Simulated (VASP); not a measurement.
# AlV2C: structure and properties in VASP, part 6 of 6

What structure does AlV2C take at this level, and what are its properties? The start is a computed cell from the Materials Project.

VASP 6.6.1; PBE with D2, spin-polarised from an antiferromagnetic start; plane waves and PAW (V_sv, Al, C).

Still holding for the runs below: The k-mesh is coarse for a metal.

So far. Step 12 (Volume scan with PBE + D2 (run 7)): The pressure falls from -7.00 to -9.99 GPa. The parabola predicted -9.81 GPa, +0.18 GPa off. Step 14 (Fit for PBE + D2): The fitted volume lies +0.01 % from the relaxed one. The atoms bear forces along the scan, since they were held; freeing them would lower the modulus. The relaxed cell has a = 2.903, c = 12.990 Å (conventional setting).

### Step 15. Core levels (PBE + D2)

This step: PBE with D2, spin-polarised from an antiferromagnetic start; plane waves and PAW (V_sv, Al, C) (VASP 6.6.1).

Core levels shift with the potential at each site, so they tell like atoms on unlike sites apart.

Input file INCAR:

```
SYSTEM = AlV2C
PREC = Accurate
ENCUT = 520
EDIFF = 1E-06
NELM = 100
ISMEAR = -1
SIGMA = 0.05
LREAL = .FALSE.
ALGO = Normal
GGA = PE
IVDW = 10
NBANDS = 45
ISPIN = 2
MAGMOM = 2 -2 2 -2 0 0 0 0
LMAXMIX = 4
LORBIT = 11
LWAVE = .FALSE.
LCHARG = .FALSE.
KPAR = 4
ICORELEVEL = 1
```

Input file POSCAR:

```
AlV2C
1.0
    2.9026727934      0.0000000000      0.0000000000
   -1.4513363967      2.5137883779      0.0000000000
    0.0000000000      0.0000000000     12.9904005384
V Al C
4 2 2
Direct
    0.3333333333      0.6666666667      0.9143115724
    0.6666666667      0.3333333333      0.0856884276
    0.6666666667      0.3333333333      0.4143115724
    0.3333333333      0.6666666667      0.5856884276
    0.6666666667      0.3333333333      0.7500000000
    0.3333333333      0.6666666667      0.2500000000
    0.0000000000      0.0000000000      0.5000000000
    0.0000000000      0.0000000000      0.0000000000
```

Input file KPOINTS:

```
Automatic mesh
0
Gamma
9 9 2
0 0 0
```

The projector-augmented-wave data sets are V_sv, Al and C (PBE family, release 64).

Launch:

```console
> mpirun -np 4 vasp_std
```

Log:

```text
[... set-up lines as in an earlier step ...]
 entering main loop
       N       E                     dE             d eps       ncg     rms          rms(c)
[... 14 cycles as in an earlier step ...]
   1 F= -.68714460E+02 E0= -.68700773E+02  d E =-.273751E-01  mag=    -0.0000
```

Run time: 32 s. Hardware: 4 MPI ranks of Intel Xeon 6975P-C (Granite Rapids), shared host; peak memory 1.4 GiB; 2.1 min of CPU time.

OUTCAR, selected parts (step 15):

```text
   NELECT =      66.0000    total number of electrons

 the core state eigenenergies are
   1-  1s  -5348.8974  2s   -587.5394  2p   -488.0205
   2-  1s  -5348.8974  2s   -587.5394  2p   -488.0205
   3-  1s  -5348.8974  2s   -587.5394  2p   -488.0205
   4-  1s  -5348.8974  2s   -587.5394  2p   -488.0205
   5-  1s  -1495.5617  2s    -92.9946  2p    -54.4431
   6-  1s  -1495.5617  2s    -92.9946  2p    -54.4431
   7-  1s   -255.7352
   8-  1s   -255.7352

 E-fermi :   9.6058

 spin component 1
 k-point     1 :       0.0000    0.0000    0.0000
  band No.  band energies     occupation
    ...
     30       9.0529      0.99998
     31       9.3230      0.99652
     32       9.3230      0.99652
     33       9.3410      0.99501
     34       9.3410      0.99501
     35      10.1758      0.00001
     36      10.1758      0.00001
     37      10.2162      0.00000
     38      10.2162      0.00000
     39      10.9843      0.00000
    ...

 k-point     2 :       0.1111    0.0000    0.0000
  band No.  band energies     occupation
    ...
     30       9.0052      0.99999
     31       9.0191      0.99999
     32       9.1939      0.99974
     33       9.4851      0.91786
     34       9.5103      0.87098
     35       9.8033      0.01886
     36      10.1137      0.00004
     37      10.1183      0.00004
     38      10.1637      0.00001
     39      11.0572      0.00000
    ...

  Edisp (eV):   -2.58555

[... 16 parts as in an earlier step ...]

[... 6 further parts left out ...]
```

These are scalar-relativistic Kohn-Sham levels of the ground state, with no core hole, so they are not binding energies.

This step gave:

```yaml
scf_cycles: 14
free_energy_toten: -68.7145 eV
energy_at_zero_smearing: -68.7008 eV
fermi_energy: 9.606 eV
pressure: -0.06876 GPa
```

Kohn-Sham core levels. Core levels, by row:

```csv
atom,shell,level below the Fermi level (eV)
V1,1s,5358
V1,2s,597.1
V1,2p,497.6
V2,1s,5358
V2,2s,597.1
V2,2p,497.6
V3,1s,5358
V3,2s,597.1
V3,2p,497.6
V4,1s,5358
V4,2s,597.1
V4,2p,497.6
Al5,1s,1505
Al5,2s,102.6
Al5,2p,64.05
Al6,1s,1505
Al6,2s,102.6
Al6,2p,64.05
C7,1s,265.3
C8,1s,265.3
```

Atoms of one element give levels within 0.1 eV of each other.

### Step 16. Bands along the symmetry lines (PBE + D2), changed input

The mesh alone shows little of the dispersion and can miss band extrema, so KPOINTS_OPT adds a path through the symmetry points after the self-consistent cycle. Some settings are moved from the usual, to see what they do.

INCAR: that of step 15 with these lines changed.

```diff
@@ -8,6 +8,6 @@
 LREAL = .FALSE.
-ALGO = Normal
+ALGO = VeryFast
 GGA = PE
 IVDW = 10
-NBANDS = 45
+NBANDS = 57
 ISPIN = 2
@@ -19,2 +19,2 @@
 KPAR = 4
-ICORELEVEL = 1
+LASPH = .FALSE.
```

POSCAR is that of step 15.

KPOINTS is that of step 15.

Input file KPOINTS_OPT:

```
Line mode
12
Line-mode
Reciprocal
  0.00000000   0.00000000   0.00000000 GAMMA
  0.50000000   0.00000000   0.00000000 M

  0.50000000   0.00000000   0.00000000 M
  0.33333333   0.33333333   0.00000000 K

  0.33333333   0.33333333   0.00000000 K
  0.00000000   0.00000000   0.00000000 GAMMA

  0.00000000   0.00000000   0.00000000 GAMMA
  0.00000000   0.00000000   0.50000000 A

  0.00000000   0.00000000   0.50000000 A
  0.50000000   0.00000000   0.50000000 L

  0.50000000   0.00000000   0.50000000 L
  0.33333333   0.33333333   0.50000000 H

  0.33333333   0.33333333   0.50000000 H
  0.00000000   0.00000000   0.50000000 A

  0.50000000   0.00000000   0.50000000 L
  0.50000000   0.00000000   0.00000000 M

  0.33333333   0.33333333   0.00000000 K
  0.33333333   0.33333333   0.50000000 H
```

Launch:

```console
> mpirun -np 4 vasp_std
```

Log:

```text
[... set-up lines as in an earlier step ...]
 entering main loop
       N       E                     dE             d eps       ncg     rms          rms(c)
RMM:   1     0.589846609689E+03    0.58985E+03   -0.30931E+04  2736   0.106E+03
RMM:   2    -0.201614727200E+03   -0.79146E+03   -0.97089E+03  2736   0.346E+02
RMM:   3    -0.531706674520E+02    0.14844E+03   -0.81230E+02  2736   0.140E+02
RMM:   4    -0.753074700972E+02   -0.22137E+02   -0.14618E+02  2736   0.587E+01
RMM:   5    -0.794544800259E+02   -0.41470E+01   -0.32813E+01  2736   0.277E+01
RMM:   6    -0.802825156284E+02   -0.82804E+00   -0.76921E+00  2736   0.136E+01
RMM:   7    -0.804651348916E+02   -0.18262E+00   -0.19154E+00  2736   0.689E+00
RMM:   8    -0.805058931917E+02   -0.40758E-01   -0.46923E-01  2736   0.346E+00
RMM:   9    -0.805153766492E+02   -0.94835E-02   -0.11574E-01  7508   0.179E+00
RMM:  10    -0.805186965792E+02   -0.33199E-02   -0.35067E-02  7657   0.712E-01
RMM:  11    -0.805190427700E+02   -0.34619E-03   -0.35747E-03  8269   0.274E-01
RMM:  12    -0.805191162504E+02   -0.73480E-04   -0.82647E-04  8026   0.104E-01    0.588E+01
RMM:  13    -0.683174213291E+02    0.12202E+02   -0.64270E+01 10944   0.362E+01    0.153E+01
RMM:  14    -0.665035918015E+02    0.18138E+01   -0.98570E+00 10944   0.146E+01    0.150E+01
RMM:  15    -0.661187068737E+02    0.38488E+00   -0.72158E-01 10560   0.403E+00    0.439E+00
RMM:  16    -0.661259030215E+02   -0.71961E-02   -0.10179E-01  9764   0.133E+00    0.980E-01
RMM:  17    -0.661270795611E+02   -0.11765E-02   -0.13225E-02  7150   0.600E-01    0.370E-01
RMM:  18    -0.661286100652E+02   -0.15305E-02   -0.19635E-03  6292   0.222E-01    0.181E-01
RMM:  19    -0.661289066713E+02   -0.29661E-03   -0.56885E-04  6659   0.143E-01    0.419E-02
RMM:  20    -0.661289152584E+02   -0.85871E-05   -0.11635E-04  6932   0.646E-02    0.281E-02
RMM:  21    -0.661289132323E+02    0.20261E-05   -0.17176E-05  6633   0.230E-02    0.212E-02
RMM:  22    -0.661289093777E+02    0.38546E-05   -0.11827E-05  6019   0.206E-02    0.577E-03
RMM:  23    -0.661289105899E+02   -0.12122E-05   -0.18198E-06  4487   0.798E-03    0.505E-03
RMM:  24    -0.661289107206E+02   -0.13071E-06   -0.35839E-07  3432   0.364E-03
   1 F= -.68714458E+02 E0= -.68700767E+02  d E =-.273818E-01  mag=     0.0000
 Start KPOINTS_OPT (optional k-point list driver)
k-point batch [1-24\108]
       N       E                     dE             ncg
DAV:   1    -0.297677302350E+02   -0.49790E+05     5488
DAV:   2    -0.215054454368E+05   -0.21476E+05     5569
DAV:   3    -0.225211470783E+05   -0.10157E+04     6135
DAV:   4    -0.225409249873E+05   -0.19778E+02     5898
DAV:   5    -0.225411676241E+05   -0.24264E+00     6166
DAV:   6    -0.225411733238E+05   -0.56997E-02     6002
DAV:   7    -0.225411735304E+05   -0.20658E-03     6244
DAV:   8    -0.225411735393E+05   -0.88858E-05     5732
DAV:   9    -0.225411735397E+05   -0.39985E-06     3866
[...]
k-point batch [97-108\108]
       N       E                     dE             ncg
DAV:   1     0.325220044781E+05   -0.36305E+05     2744
DAV:   2     0.219486338482E+05   -0.10573E+05     2829
DAV:   3     0.214544077746E+05   -0.49423E+03     3021
DAV:   4     0.214442646125E+05   -0.10143E+02     2933
DAV:   5     0.214441389758E+05   -0.12564E+00     3037
DAV:   6     0.214441363101E+05   -0.26657E-02     2894
DAV:   7     0.214441362210E+05   -0.89152E-04     3127
DAV:   8     0.214441362174E+05   -0.35717E-05     2803
DAV:   9     0.214441362172E+05   -0.15569E-06     1868
```

Run time: 2.3 min. Hardware: 4 MPI ranks; peak memory 2.1 GiB; 9.3 min of CPU time.

OUTCAR, selected parts (step 16):

```text
   NELECT =      66.0000    total number of electrons

 E-fermi :   9.6056

 spin component 1
 k-point     1 :       0.0000    0.0000    0.0000
  band No.  band energies     occupation
    ...
     30       9.0527      0.99998
     31       9.3229      0.99651
     32       9.3229      0.99651
     33       9.3409      0.99500
     34       9.3409      0.99500
     35      10.1756      0.00001
     36      10.1756      0.00001
     37      10.2160      0.00000
     38      10.2160      0.00000
     39      10.9841      0.00000
    ...

 k-point     2 :       0.1111    0.0000    0.0000
  band No.  band energies     occupation
    ...
     30       9.0051      0.99999
     31       9.0191      0.99999
     32       9.1938      0.99974
     33       9.4850      0.91769
     34       9.5102      0.87072
     35       9.8032      0.01887
     36      10.1135      0.00004
     37      10.1181      0.00004
     38      10.1635      0.00001
     39      11.0570      0.00000
    ...

  Edisp (eV):   -2.58555

  Total       0.02774     0.02774    -0.02239     0.00000     0.00000     0.00000
  in kB       0.46885     0.46885    -0.37851     0.00000     0.00000     0.00000
  external pressure =        0.19 kB  Pullay stress =        0.00 kB

 POSITION                                       TOTAL-FORCE (eV/Angst)
 -----------------------------------------------------------------------------------
     -0.00000      1.67586     11.87727        -0.000000     -0.000000     -0.004160
      1.45134      0.83793      1.11313         0.000000      0.000000      0.004160
      1.45134      0.83793      5.38207         0.000000     -0.000000     -0.004160
     -0.00000      1.67586      7.60833        -0.000000      0.000000      0.004160
      1.45134      0.83793      9.74280         0.000000     -0.000000      0.000000
     -0.00000      1.67586      3.24760         0.000000      0.000000      0.000000
      0.00000      0.00000      6.49520         0.000000     -0.000000      0.000000
      0.00000      0.00000      0.00000         0.000000     -0.000000      0.000000
 -----------------------------------------------------------------------------------
    total drift:                                0.000000     -0.000000      0.000000

  FREE ENERGIE OF THE ION-ELECTRON SYSTEM (eV)
  ---------------------------------------------------
  free  energy   TOTEN  =       -68.7144575935 eV

  energy  without entropy=      -68.6870757478  energy(sigma->0) =      -68.70076667

[... 12 parts as in an earlier step ...]

[... 7 further parts left out ...]
```

LASPH = .FALSE. is the default, so this changes nothing. ALGO acts on the way to self-consistency or on speed; a fully converged result doesn't depend on them, though slow mixing can meet EDIFF with the stress still off.

Numbers from this step:

- SCF cycles: 24
- bands: 57
- pressure: 0.01864 GPa

Spin up. Electronic bands along the path, in eV, zero at the Fermi level; # counts the bands kept, so #1 is VASP's band 19:

```csv
point,#13,#14,#15,#16,#17,#18,#19,#20
Γ,-0.28,-0.28,-0.26,-0.26,0.57,0.57,0.61,0.61
0.45 of the way,-0.85,-0.45,0.00,0.23,0.29,0.49,0.78,0.81
M,-1.54,-1.52,0.74,1.03,1.12,1.20,1.73,1.76
0.45 of the way,-1.58,-1.46,-0.10,0.30,0.90,1.09,1.45,1.89
K,-1.70,-1.70,-1.26,-0.23,1.10,1.10,1.26,1.26
0.45 of the way,-1.04,-0.80,-0.63,0.04,0.33,1.08,1.23,1.24
Γ,-0.28,-0.28,-0.26,-0.26,0.57,0.57,0.61,0.61
0.45 of the way,-0.28,-0.28,-0.27,-0.27,0.57,0.57,0.61,0.61
A,-0.27,-0.27,-0.27,-0.27,0.59,0.59,0.59,0.59
0.45 of the way,-0.70,-0.70,0.26,0.26,0.27,0.27,0.80,0.80
L,-1.53,-1.53,0.95,0.95,1.11,1.11,1.75,1.75
0.45 of the way,-1.48,-1.48,0.06,0.06,0.99,0.99,1.61,1.61
H,-1.60,-1.60,-0.71,-0.71,0.98,0.98,1.43,1.43
0.55 of the way,-0.61,-0.61,-0.33,-0.33,0.60,0.60,0.98,0.98
A,-0.27,-0.27,-0.27,-0.27,0.59,0.59,0.59,0.59
jump to L,-1.53,-1.53,0.95,0.95,1.11,1.11,1.75,1.75
0.45 of the way,-1.53,-1.52,0.82,1.06,1.07,1.16,1.74,1.76
M,-1.54,-1.52,0.74,1.03,1.12,1.20,1.73,1.76
jump to K,-1.70,-1.70,-1.26,-0.23,1.10,1.10,1.26,1.26
0.45 of the way,-1.65,-1.65,-1.10,-0.35,1.03,1.03,1.35,1.35
H,-1.60,-1.60,-0.71,-0.71,0.98,0.98,1.43,1.43
```

Of the projections kept (V, Al, C), the largest for each band there; the rest of the weight can lie on other orbitals:

```csv
point,#13,#14,#15,#16,#17,#18,#19,#20
Γ,V 1.00,V 1.00,V 1.00,V 1.00,V 1.00,V 1.00,V 1.00,V 1.00
M,V 0.84,V 0.84,V 0.97,V 0.98,V 0.97,V 1.00,V 0.98,V 0.98
K,V 0.91,V 0.91,V 1.00,V 0.97,V 0.97,V 0.97,V 0.80,V 0.80
Γ,V 1.00,V 1.00,V 1.00,V 1.00,V 1.00,V 1.00,V 1.00,V 1.00
A,V 1.00,V 1.00,V 1.00,V 1.00,V 1.00,V 1.00,V 1.00,V 1.00
L,V 0.84,V 0.84,V 0.97,V 0.97,V 0.99,V 0.99,V 0.98,V 0.98
```

Spin down. The electronic bands at the labelled points (eV, zero at the Fermi level; # counts the bands kept, so #1 is VASP's band 19):

```csv
point,#13,#14,#15,#16,#17,#18,#19,#20
Γ,-0.28,-0.28,-0.26,-0.26,0.57,0.57,0.61,0.61
0.45 of the way,-0.85,-0.45,0.00,0.23,0.29,0.49,0.78,0.81
M,-1.54,-1.52,0.74,1.03,1.12,1.20,1.73,1.76
0.45 of the way,-1.58,-1.46,-0.10,0.30,0.90,1.09,1.45,1.89
K,-1.70,-1.70,-1.26,-0.23,1.10,1.10,1.26,1.26
0.45 of the way,-1.04,-0.80,-0.63,0.04,0.33,1.08,1.23,1.24
Γ,-0.28,-0.28,-0.26,-0.26,0.57,0.57,0.61,0.61
0.45 of the way,-0.28,-0.28,-0.27,-0.27,0.57,0.57,0.61,0.61
A,-0.27,-0.27,-0.27,-0.27,0.59,0.59,0.59,0.59
0.45 of the way,-0.70,-0.70,0.26,0.26,0.27,0.27,0.80,0.80
L,-1.53,-1.53,0.95,0.95,1.11,1.11,1.75,1.75
0.45 of the way,-1.48,-1.48,0.06,0.06,0.99,0.99,1.61,1.61
H,-1.60,-1.60,-0.71,-0.71,0.98,0.98,1.43,1.43
0.55 of the way,-0.61,-0.61,-0.33,-0.33,0.60,0.60,0.98,0.98
A,-0.27,-0.27,-0.27,-0.27,0.59,0.59,0.59,0.59
jump to L,-1.53,-1.53,0.95,0.95,1.11,1.11,1.75,1.75
0.45 of the way,-1.53,-1.52,0.82,1.06,1.07,1.16,1.74,1.76
M,-1.54,-1.52,0.74,1.03,1.12,1.20,1.73,1.76
jump to K,-1.70,-1.70,-1.26,-0.23,1.10,1.10,1.26,1.26
0.45 of the way,-1.65,-1.65,-1.10,-0.35,1.03,1.03,1.35,1.35
H,-1.60,-1.60,-0.71,-0.71,0.98,0.98,1.43,1.43
```

Of the projections kept (V, Al, C), the largest for each band there; the rest of the weight can lie on other orbitals:

```csv
point,#13,#14,#15,#16,#17,#18,#19,#20
Γ,V 1.00,V 1.00,V 1.00,V 1.00,V 1.00,V 1.00,V 1.00,V 1.00
M,V 0.84,V 0.84,V 0.97,V 0.98,V 0.97,V 1.00,V 0.98,V 0.98
K,V 0.91,V 0.91,V 1.00,V 0.97,V 0.97,V 0.97,V 0.80,V 0.80
Γ,V 1.00,V 1.00,V 1.00,V 1.00,V 1.00,V 1.00,V 1.00,V 1.00
A,V 1.00,V 1.00,V 1.00,V 1.00,V 1.00,V 1.00,V 1.00,V 1.00
L,V 0.84,V 0.84,V 0.97,V 0.97,V 0.99,V 0.99,V 0.98,V 0.98
```

Against the sound run “Bands along the symmetry lines (PBE + D2)”, the energy at zero smearing moves by +0.0 meV an atom, the pressure by +0.07 GPa and the Fermi level by -0.00 eV.

### Step 17. Band structure (PBE + D2), changed input

This run is made with a changed input; what comes of it follows.

INCAR: that of step 16 with these lines changed.

```diff
@@ -4,7 +4,7 @@
 EDIFF = 1E-06
-NELM = 100
-ISMEAR = -1
+NELM = 57
+ISMEAR = -5
 SIGMA = 0.05
 LREAL = .FALSE.
-ALGO = VeryFast
+ALGO = Normal
 GGA = PE
@@ -19,2 +19 @@
 KPAR = 4
-LASPH = .FALSE.
```

POSCAR is that of step 16.

Input file KPOINTS:

```
Automatic mesh
0
Gamma
1 1 1
0 0 0
```

KPOINTS_OPT is that of step 16.

Launch:

```console
> mpirun -np 4 vasp_std
```

Log:

```text
[banner, memory and clock lines left out]
running    4 mpi-ranks, on    1 nodes
[...]
LDA part: xc-table for (Slater+PW92), standard interpolation
|                                                                             |
|     EEEEEEE  RRRRRR   RRRRRR   OOOOOOO  RRRRRR      ###     ###     ###     |
|     E        R     R  R     R  O     O  R     R     ###     ###     ###     |
|     E        R     R  R     R  O     O  R     R     ###     ###     ###     |
|     EEEEE    RRRRRR   RRRRRR   O     O  RRRRRR       #       #       #      |
|     E        R   R    R   R    O     O  R   R                               |
|     E        R    R   R    R   O     O  R    R      ###     ###     ###     |
|     EEEEEEE  R     R  R     R  OOOOOOO  R     R     ###     ###     ###     |
|                                                                             |
|     IBZKPT: tetrahedron method fails for NKPT<4. NKPT = 1                   |
|                                                                             |
|       ---->  I REFUSE TO CONTINUE WITH THIS SICK JOB ... BYE!!! <----       |
|                                                                             |

1
1
1
1
```

Run time: 4.8 s. Hardware: 4 MPI ranks.

The input was rejected at the start.

VASP's message: “IBZKPT: tetrahedron method fails for NKPT<4. NKPT = 1”. No number of this run is used.

The fault in the input: tetrahedra on too few k points (ISMEAR = -5 and k-mesh = [1, 1, 1]). Use more k-points.

### Step 18. Summary of results

* relaxed volume: 11.85 Å³/atom
* relaxed conventional cell a, b, c: 2.903, 2.903, 12.990 Å; angles 90.0, 90.0, 120.0°
* space group after relaxing, within 0.02 Å: P6_3/mmc (No. 194)
* moment of the cell (13×13×3 mesh): 0 μB
* band gap: none, a metal
* DOS at the Fermi level: 5.50 states/eV/cell
* bulk modulus from the fit: 194 GPa
* volume from the fit: 11.8 Å³/atom
* shallowest level of the frozen cores: Al5 2p, 64.0 eV deep

What this shows: With PBE + D2, AlV2C relaxes to 11.85 Å³/atom in space group P6_3/mmc, comes out as a metal, loses the moments it was started with and has a bulk modulus of 194 GPa at fixed shape and positions, an upper bound. Bands along the symmetry lines (PBE + D2), spin up: Of the bands kept, 2 cross the Fermi level on this path. Bands along the symmetry lines (PBE + D2), spin down: Of the bands kept, 2 cross the Fermi level on this path. Bands along the symmetry lines (PBE + D2), changed input, spin up: Of the bands kept, 2 cross the Fermi level on this path. Bands along the symmetry lines (PBE + D2), changed input, spin down: Of the bands kept, 2 cross the Fermi level on this path. The k-sampling is coarse for a metal, so the Fermi level, moments, pressures and the shape of the cell carry errors. Only the typed magnetic starts were tried, so the magnetic ground state may differ and with it the other results. No search among competing phases was made, and a listed structure need not be the one stable at ambient conditions. All values are for a static lattice at zero temperature.

[Lines on the potential files, build, host, timing and source positions are cut from VASP's logs without a mark.]

[Logs are printed without paths, hosts, clocks, repeated set-up lines and the standing remarks that a program may print on its own settings, such as how far it seeks lower states.]

[Hosts, paths, dates, database ids (printed as entryN), source tags and the programs' standing remarks are cut or masked in the printed files.]

[A measured line is paired with the nearest computed mode of its activity, which favours agreement.]
